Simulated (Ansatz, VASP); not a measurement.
K4C: VASP beside Ansatz

```
K C
1.0
     7.23993    0.00000    0.00000
    -3.61997    6.26997    0.00000
     0.00000    0.00000    5.39022
K C
4 1
Direct
  0.50000 0.00000 0.50000
  0.00000 0.50000 0.50000
  0.50000 0.50000 0.50000
  0.00000 0.00000 0.00000
  0.00000 0.00000 0.50000
```

Alike in both runs: functional PBE; k mesh 6 × 6 × 8; occupations gaussian, width 0.1 eV; no spin polarisation.

Ansatz relaxed the structure, and its values are those at the end. VASP's run is a single point on that final structure, the one shown.

|  | VASP | Ansatz |
| --- | --- | --- |
| version | VASP 6.6.1 | Ansatz 0.2.0 |
| potentials or method | VASP PAW PBE potentials, release 64 (K_sv, C) | scalar-relativistic, plane waves, PAW |
| plane-wave cutoff (eV) | 520 | 420 |
| valence electrons in the cell | 40 | 40 |

```csv
,VASP,Ansatz,Ansatz less VASP
gap on the k mesh at the Fermi level (eV),none,none,-
pressure (GPa),0.0,0.0,0.00
```

A gap of «none» marks a metal or a gap that the smearing closes.
